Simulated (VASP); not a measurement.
Here is the system:

```yaml
crystal:
  lattice:
    - [1.56442, -2.70966, 0.00000]
    - [1.56442, 2.70966, 0.00000]
    - [0.00000, 0.00000, 5.00960]
  atoms:
    - { symbol: Al, position: [0.66667, 0.33333, 0.50005] }
    - { symbol: Al, position: [0.33333, 0.66667, 0.00005] }
    - { symbol: N, position: [0.66667, 0.33333, 0.88195] }
    - { symbol: N, position: [0.33333, 0.66667, 0.38195] }
```

The numbers are results of PBE GGA, VASP's PBE PAW potentials (set 64) (plane waves; VASP), not measurements. Settings: 480 eV cut-off, 7×7×4 Γ-centred mesh, Gaussian smearing of 0.050 eV, potentials Al N.

Task: What does the run give for the energy per atom (σ→0)?

Result: 
The energy per atom (σ→0) comes out as -7.446 eV/atom.

The absolute energy has meaning only against runs of the same code, potentials and settings.

The compound is AlN in the wurtzite structure. It was relaxed first. The start is the result of an earlier pass.
